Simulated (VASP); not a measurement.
Energy against volume of Fe (bcc). Level of theory: LDA (Ceperley-Alder, Perdew-Zunger), VASP's LDA PAW potentials (set 64) (plane waves; VASP). Numerical set-up: 520 eV cut-off, 18×18×18 Γ-centred mesh, first-order Methfessel-Paxton smearing of 0.10 eV, potentials Fe.

```tsv
V (Å³/atom)	E (eV/atom)
10.092	-9.21889
10.404	-9.22446
10.716	-9.21571
11.028	-9.19543
```

Q: Fit these four points and predict the energy of the run at 9.780 Å³/atom.

A: A cubic in V^(−2/3), the third-order Birch-Murnaghan form, passes through the four points with V0 = 10.36 Å³/atom and B0 = 251 GPa, and gives -9.1956 eV/atom there. The run gave -9.1958 eV/atom, -0.2 meV/atom from the fit; all five points give B0 = 249 GPa.

The compound is Fe in the bcc structure. It was relaxed first, which changed the volume by -12 %.
